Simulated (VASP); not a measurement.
Input:

```yaml
crystal:
  lattice:
    - [0.00000, 1.95272, 1.95272]
    - [1.95272, 0.00000, 1.95272]
    - [1.95272, 1.95272, 0.00000]
  atoms:
    - { symbol: Li, position: [0.00000, 0.00000, 0.00000] }
    - { symbol: F, position: [0.50000, 0.50000, 0.50000] }
```

Level of theory: LDA (Ceperley-Alder, Perdew-Zunger), VASP's LDA PAW potentials (set 64) (plane waves; VASP). Run with 520 eV cut-off, 12×12×12 Γ-centred mesh, Gaussian smearing of 0.050 eV, potentials Li_sv F.

The job: LiF (rock salt), 2 atoms, LDA, static run, 520 eV, 12×12×12 Γ-centred mesh. Roughly how much core time does it take on a busy server core?

About 20 core-seconds (one run on a shared machine, a rough figure). It had 72 irreducible k-points, 9 bands, up to 415 plane waves and 12 electronic steps.

The compound is LiF in the rock salt structure. It was relaxed first, which changed the volume by -9 %.
